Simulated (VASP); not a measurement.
Consider the following.

```yaml
crystal:
  lattice:
    - [3.18200, 0.00000, 0.00000]
    - [-1.59100, 2.75569, 0.00000]
    - [0.00000, 0.00000, 17.05025]
  atoms:
    - { symbol: Mo, position: [0.00000, 0.00000, 0.00000] }
    - { symbol: S, position: [0.33333, 0.66667, 0.09105] }
    - { symbol: S, position: [0.33333, 0.66667, 0.90895] }
```

All values below come from r2SCAN meta-GGA, VASP's PBE PAW potentials (set 64) (plane waves; VASP). Run with 400 eV cut-off, 9×9×2 Γ-centred mesh, tetrahedra with Blöchl corrections, potentials Mo_sv S.

The cell holds a wide vacuum, so values per volume refer to the whole cell.

Task: Estimate the energy per atom (σ→0), band gap (over mesh and band path) with the smallest direct gap where there is one.

Result: 
band gap (over mesh and band path): 1.70 eV
smallest direct gap (over mesh and band path): 1.78 eV
energy per atom (σ→0): -15.000 eV/atom

Total energies compare only between runs with the same potentials, cut-off and functional.

The cell is a sheet with vacuum, built from a database entry that may be metastable or hypothetical.
